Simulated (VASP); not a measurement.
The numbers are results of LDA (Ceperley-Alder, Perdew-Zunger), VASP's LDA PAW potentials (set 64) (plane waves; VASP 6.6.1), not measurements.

A VASP calculation is set up with these files.

File KPOINTS:
```
Automatic mesh
0
Gamma
14 14 14
0 0 0
```

**POSCAR**
```
ZrC
1
    0.0000000000     2.3683980365     2.3683980365
    2.3683980365     0.0000000000     2.3683980365
    2.3683980365     2.3683980365     0.0000000000
Zr C
1 1
Direct
  0.0000000000   0.0000000000   0.0000000000
  0.5000000000   0.5000000000   0.5000000000
```

**INCAR**
```
SYSTEM  =  ZrC
PREC  =  Accurate; ENCUT  =  520; LREAL  =  .FALSE.
LASPH  =  .TRUE.
EDIFF  =  1E-7; NELM  =  100; ALGO  =  Normal
LMAXMIX  =  4
ISMEAR  =  1; SIGMA  =  0.1
ISIF  =  2
LWAVE  =  .FALSE.; LCHARG  =  .FALSE.
```

POTCAR, in this order: Zr_sv C (LDA.64 set). Program: vasp_std.

Question: Estimate the energy per atom (σ→0), pressure, band gap (on the k-mesh).

Answer: 
The energy per atom (σ→0) is -10.608 eV/atom. The band gap (on the k-mesh) is none (metal, semimetal or under 0.01 eV) and the pressure is -12.76 GPa.

File OSZICAR:
```
...
DAV:   8    -0.212211309634E+02    0.24285E-01   -0.17803E-01  2656   0.348E+00    0.145E+00
DAV:   9    -0.212162168460E+02    0.49141E-02   -0.34908E-02  2960   0.122E+00    0.464E-01
DAV:  10    -0.212162131994E+02    0.36466E-05   -0.19963E-03  3016   0.545E-01    0.324E-01
DAV:  11    -0.212160070013E+02    0.20620E-03   -0.76700E-04  2788   0.208E-01    0.183E-02
DAV:  12    -0.212160068726E+02    0.12868E-06   -0.11540E-05  3372   0.364E-02    0.868E-03
DAV:  13    -0.212160066906E+02    0.18201E-06   -0.48500E-07  3052   0.603E-03    0.141E-03
DAV:  14    -0.212160066891E+02    0.15275E-08   -0.16043E-08  1540   0.114E-03
   1 F= -.21216007E+02 E0= -.21215950E+02  d E =-.169483E-03
```

The compound is ZrC in the rock salt structure. This cell is one point of a volume scan, at 1.06 of the reference volume.
